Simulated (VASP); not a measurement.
A cell of LuSe (space group Fm-3m) near equilibrium:

```yaml
crystal:
  lattice:
    - [0.00000, 2.79727, 2.79727]
    - [2.79727, 0.00000, 2.79727]
    - [2.79727, 2.79727, 0.00000]
  atoms:
    - { symbol: Lu, position: [0.00000, 0.00000, 0.00000] }
    - { symbol: Se, position: [0.50000, 0.50000, 0.50000] }
```

Level of theory: r2SCAN meta-GGA, VASP's PBE PAW potentials (set 64) (plane waves; VASP).

```json
[
 {"run": "as it is", "ΔE (meV/atom)": "0.0", "σxx": "-0.01", "σyy": "-0.01", "σzz": "-0.01", "largest shear component, with its sign (GPa)": "0.00", "largest force (eV/Å)": "0.000"},
 {"run": "after one change", "ΔE (meV/atom)": "26.9", "σxx": "-6.22", "σyy": "-1.69", "σzz": "-6.22", "largest shear component, with its sign (GPa)": "0.00", "largest force (eV/Å)": "0.000"}
]
```
Stress is in GPa, positive when the cell is compressed.

**Question.** What was changed between the two runs?
A. isotropic strain of +0.5 %
B. biaxial strain of +3.0 % in the xz plane
C. atom 2 (Se) moved by -0.200 Å along y
D. biaxial strain of +2.0 % in the xz plane

**Answer.** B, biaxial strain of +3.0 % in the xz plane

The structure comes from a computed database's LuSe entry (Fm-3m); how it stands against other phases isn't given here. The cell was not relaxed at this level. The electron count is odd and the run is not spin-polarised, which forces a metal.
